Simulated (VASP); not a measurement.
**CuPt (relaxed from the CuPt structure, space group R-3m): computed properties**

These are PBEsol GGA, VASP's PBE PAW potentials (set 64) (plane waves; VASP) values and carry that method's errors.

```
Quantity                                                                                                    Result
----------------------------------  ------------------------------------------------------------------------------
space group                                                                                             R-3m (166)
cell                                a = 2.7001 Å, b = 2.7001 Å, c = 12.7153 Å, α = 90.00°, β = 90.00°, γ = 120.00°
volume per atom                                                                                      13.38 Å³/atom
band gap (over mesh and band path)                                        none (metal, semimetal or under 0.01 eV)
density                                                                                                16.05 g/cm³
```

```
CELL_PARAMETERS angstrom
      1.35007     0.77946     4.23845
     -1.35007     0.77946     4.23845
      0.00000    -1.55892     4.23845
ATOMIC_POSITIONS crystal
  Cu 0.00000 0.00000 0.00000
  Pt 0.50000 0.50000 0.50000
```

Unless said otherwise, spin-orbit coupling is left out, though it shifts the bands of the heavy elements here.

The structure was generated: CuPt was put into the CuPt type (R-3m), which need not be its known phase. It was relaxed first. Symmetry was kept, so distortions that lower it aren't found. The electron count is odd and the run is not spin-polarised, which forces a metal.
